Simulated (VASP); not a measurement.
```
CELL_PARAMETERS angstrom
      3.20113     0.00000     0.00000
     -1.60056     2.77226     0.00000
      0.00000     0.00000     8.35726
ATOMIC_POSITIONS crystal
  B  0.33333 0.66667 0.25000
  B  0.66667 0.33333 0.75000
  P  0.66667 0.33333 0.25000
  P  0.33333 0.66667 0.75000
```

All values below come from PBEsol GGA, VASP's PBE PAW potentials (set 64) (plane waves; VASP 6.6.1). Run with 520 eV cut-off, Gaussian smearing of 0.050 eV, potentials B P.

Without a dispersion term in the relaxation, distances and binding between the weakly bound layers, chains or molecules are unreliable, and so is what depends on them.

Question: Give the energies of bands 3 to 11 at the high-symmetry points, in eV from the valence-band maximum.

Answer: 
```
band      Γ      M      K      A      L      H
----  -----  -----  -----  -----  -----  -----
3     -4.85  -8.39  -7.89  -4.26  -8.35  -7.89
4     -3.52  -8.32  -7.89  -4.26  -8.35  -7.89
5     -1.63  -3.66  -6.39  -1.62  -3.64  -6.34
6     -1.63  -3.61  -6.29  -1.62  -3.64  -6.34
7     -1.60  -1.58  -0.22  -1.62  -1.11  -0.03
8     -1.60  -0.58  -0.22  -1.62  -1.11  -0.03
9      3.25   0.86   1.10   4.67   1.37   0.82
10     4.63   2.07   1.10   4.67   1.37   0.82
11     4.66   2.74   5.29   4.67   2.83   6.08
```

The gap is indirect, 0.82 eV, from the valence maximum at M-K at 0.78 to the conduction minimum at H.

The structure was generated: BP was put into the layered h-BN type type (P6_3/mmc), which need not be its known phase. It was relaxed first.
